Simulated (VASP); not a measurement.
An input for Ansatz (written as the equivalent of a VASP run, and not itself run):

Ansatz 0.2 input:
```yaml
crystal:
  lattice:
    - [0.0000000, 2.6776703, 2.6776703]
    - [2.6776703, 0.0000000, 2.6776703]
    - [2.6776703, 2.6776703, 0.0000000]
  atoms:
    - { symbol: Zn, position: [0.0000000, 0.0000000, 0.0000000] }
    - { symbol: S, position: [0.2500000, 0.2500000, 0.2500000] }
kpoints:
  mp_grid: { grid: [8, 8, 8] }
hamiltonian:
  xc: pbesol
  pseudopotentials: { kind: paw }
scf:
  occupations: { method: gaussian, width: 0.05 }
  max_iter: 100
relax:
  max_steps: 60
  f_tol: 0.01
  cell: {}
output: { forces: true, stress: true, eigenvalues: true }
```

Translate this input to VASP (INCAR, KPOINTS, POSCAR, choice of POTCAR).

This is not unique; one that fits is 
POSCAR:
```
ZnS
1
    0.0000000000     2.6776703000     2.6776703000
    2.6776703000     0.0000000000     2.6776703000
    2.6776703000     2.6776703000    -0.0000000000
Zn S
1 1
Direct
  0.0000000000   0.0000000000   0.0000000000
  0.2500000000   0.2500000000   0.2500000000
```

**KPOINTS**
```
K-points
0
Gamma
8 8 8
0 0 0
```

INCAR:
```
SYSTEM = ZnS
ENCUT = 400   ! plane-wave cut-off (eV)
ISIF = 3   ! ions, shape and volume
GGA = PS   ! PBEsol
LASPH = .TRUE.   ! aspherical one-centre terms
LCHARG = .FALSE.
NSW = 60   ! most ionic steps
LWAVE = .FALSE.
EDIFFG = -0.01   ! ionic stop
LREAL = .FALSE.   ! projection in real space or not
EDIFF = 1E-6   ! SCF stop (eV)
NELM = 100
ALGO = Normal   ! blocked Davidson
ISMEAR = 0   ! Gaussian
PREC = Accurate
IBRION = 2   ! conjugate gradients
SIGMA = 0.05   ! width (eV)
LMAXMIX = 4   ! l cut-off of mixed one-centre charges
```

POTCAR, in this order: Zn S (PBE.64 set). Program: vasp_std.

What does not carry over: each code has its own PAW files, so the cut-off isn't converted (ENCUT is set for VASP's; basis.ecutwfc is left out, and Ansatz then takes the one that its files recommend); Ansatz stops its SCF on the density residual and VASP on the energy change (EDIFF).

The compound is ZnS in the zinc blende structure. It was relaxed first. The start is the result of an earlier pass.
